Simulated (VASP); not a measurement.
Set up this calculation in VASP 6.6.1, as the native input.

```
Task                   : single point
Functional             : LDA
Potentials or basis    : VASP PAW LDA potentials, release 64 (Si)
Cutoff                 : 520 eV
k mesh                 : 24 × 24 × 12
Occupations            : gaussian, width 0.15 eV
Spin                   : no spin polarisation
Dipole correction      : no
Further INCAR settings : ALGO = Fast; EDIFF = 1e-06; NBANDS = 11
```

The structure of Si lies in POSCAR:

```
Si
1.0
    2.8139627243      0.0000000000      0.0000000000
   -1.4069813622      2.4369632046      0.0000000000
    0.0000000000      0.0000000000      4.0435525326
Si
2
Direct
    0.3333333333      0.6666666667      0.2500000000
    0.6666666667      0.3333333333      0.7500000000
```

This isn't the form of Si at room conditions, which is diamond.

One way to write it, as run:

INCAR

```
SYSTEM = Si
PREC = Accurate
ENCUT = 520
EDIFF = 1E-6
ISMEAR = 0
SIGMA = 0.15
LREAL = .FALSE.
LASPH = .TRUE.
NELM = 100
ALGO = Fast
ISIF = 2
LWAVE = .FALSE.
LCHARG = .FALSE.
NBANDS = 11
```

KPOINTS

```
Automatic mesh
0
G
  24 24 12
  0 0 0
```

Potentials or basis: VASP PAW LDA potentials, release 64 (Si).

Command:

```sh
$ cat potpaw_LDA.64/Si/POTCAR > POTCAR
$ mpirun -np 1 vasp_std > vasp.out
```

Results of the run:

```yaml
Pressure: 1.6 GPa
Band_gap_on_the_k_mesh: none (metal or under the smearing width)
```

Run time: 48 s on 1 thread of Intel(R) Xeon(R) Platinum 8488C (Sapphire Rapids), on a shared host, peak memory 0.2 GiB.
